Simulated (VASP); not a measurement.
These are PBE GGA, VASP's PBE PAW potentials (set 64) (plane waves; VASP 6.6.1) values and carry that method's errors.

A VASP calculation is set up with these files.

**POSCAR**
```
Re
1
    1.3584130000    -2.4583340000     0.0000000000
    1.3584130000     2.4583340000     0.0000000000
    0.0000000000     0.0000000000     4.3408590000
Re
2
Direct
  0.3333330000   0.6666670000   0.2500000000
  0.6858190000   0.3524850000   0.7500000000
```

INCAR:
```
# general
SYSTEM  =Re
PREC    =Accurate
ENCUT   =400   # plane-wave cut-off (eV)
LREAL   =F
LASPH   =T   # aspherical one-centre terms
KSPACING=0.8
KGAMMA  =T

# electronic loop
EDIFF   =1E-6
NELM    =100   # most electronic steps
ALGO    =Normal   # blocked Davidson
LMAXMIX =6   # l cut-off of mixed one-centre charges

# smearing
ISMEAR  =1
SIGMA   =0.1

# functional
GGA     =PE

# ions
ISIF    =2   # forces and stress, cell fixed

# output
LWAVE   =F
LCHARG  =F
```

POTCAR, in this order: Re (PBE.64 set). Program: vasp_std.

The run wrote:

OSZICAR:
```
       N       E                     dE             d eps       ncg     rms          rms(c)
DAV:   1     0.214305834766E+02    0.21431E+02   -0.63277E+03   844   0.142E+03
DAV:   2    -0.212059538312E+02   -0.42637E+02   -0.36312E+02   749   0.323E+02
DAV:   3    -0.256230476535E+02   -0.44171E+01   -0.37337E+01   753   0.181E+02
DAV:   4    -0.258089204286E+02   -0.18587E+00   -0.16659E+00   777   0.160E+01
DAV:   5    -0.258151200184E+02   -0.61996E-02   -0.60092E-02   796   0.239E+00    0.439E+01
DAV:   6    -0.249455562047E+02    0.86956E+00   -0.77333E-01   809   0.275E+01    0.190E+01
DAV:   7    -0.246183274098E+02    0.32723E+00   -0.63579E-01   831   0.239E+01    0.575E-01
DAV:   8    -0.246066768076E+02    0.11651E-01   -0.12395E-02   861   0.124E+00    0.196E-01
DAV:   9    -0.246060319024E+02    0.64491E-03   -0.50810E-04   861   0.253E-01    0.395E-02
DAV:  10    -0.246060498711E+02   -0.17969E-04   -0.32946E-05   794   0.652E-02    0.735E-03
DAV:  11    -0.246060500329E+02   -0.16182E-06   -0.18680E-07   394   0.175E-02
   1 F= -.24606050E+02 E0= -.24603347E+02  d E =-.810922E-02
```

OUTCAR:
```
------------------------ aborting loop because EDIFF is reached ----------------------------------------
  FORCE on cell =-STRESS in cart. coord.  units (eV):
  Direction    XX          YY          ZZ          XY          YZ          ZX
  --------------------------------------------------------------------------------------
  Total        2.9219262      0.3124980      3.7348066     -0.4516827      0.0000000      0.0000000
  in kB      161.4735642     17.2694844    206.3955393    -24.9612102      0.0000000      0.0000000
  external PRESSURE =     128.3795293 kB  Pullay stress =       0.0000000 kB
  volume of cell :       28.99
      direct lattice vectors                 reciprocal lattice vectors
     1.358413000 -2.458334000  0.000000000     0.368076572 -0.203389775  0.000000000
     1.358413000  2.458334000  0.000000000     0.368076572  0.203389775  0.000000000
     0.000000000  0.000000000  4.340859000     0.000000000  0.000000000  0.230369150
 POSITION                                       TOTAL-FORCE (eV/Angst)
 -----------------------------------------------------------------------------------
      1.35841      0.81945      1.08521         0.339621     -0.268311     -0.000000
      1.41045     -0.81945      3.25564        -0.339621      0.268311      0.000000
 -----------------------------------------------------------------------------------
    total drift:                               -0.000001     -0.000000      0.000000
  FREE ENERGIE OF THE ION-ELECTRON SYSTEM (eV)
  ---------------------------------------------------
  free  energy   TOTEN  =       -24.6060500329 eV

  energy  without entropy=      -24.5979408114  energy(sigma->0) =      -24.60334696
```
(Selected blocks of OUTCAR.)

The compound is Re in the hcp structure. The cell was not relaxed at this level, atoms are displaced from their ideal sites. The run is one of a series of settings (KGAMMA = .TRUE., KSPACING = 0.8, KPOINTS file removed against the base run), some of them coarse on purpose.
